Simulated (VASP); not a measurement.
```
CELL_PARAMETERS angstrom
      2.80000     0.00000     0.00000
      0.00000     2.80000     0.00000
      0.00000     0.00000     3.67000
ATOMIC_POSITIONS crystal
  Cu 0.00000 0.00000 0.00000
  Au 0.50000 0.50000 0.50000
```

Calculation: optB88-vdW, VASP's PBE PAW potentials (set 64) (plane waves; VASP). Numerical set-up: 520 eV cut-off, 12×12×9 Γ-centred mesh, first-order Methfessel-Paxton smearing of 0.10 eV, potentials Cu Au.

Energy and stress use the plane-wave basis of the starting cell.

**Question.** The ions, cell shape and volume are relaxed. Give the cell that the relaxation ends in.

**Answer.** 
```
CELL_PARAMETERS angstrom
      2.89085     0.00000     0.00000
      0.00000     2.89085     0.00000
      0.00000     0.00000     3.59640
ATOMIC_POSITIONS crystal
  Cu 0.00000 0.00000 0.00000
  Au 0.50000 0.50000 0.50000
```
Space group P4/mmm (123), at a tolerance of 0.03 Å.

**Question.** How do energy and volume change from the first to the last step?

**Answer.** The energy (σ→0) changes by -17.3 meV/atom and the volume by +4.5 %, in 7 ionic steps.

The compound is CuAu in the L1_0 structure. This run relaxes it. Symmetry was kept, so distortions that lower it aren't found.
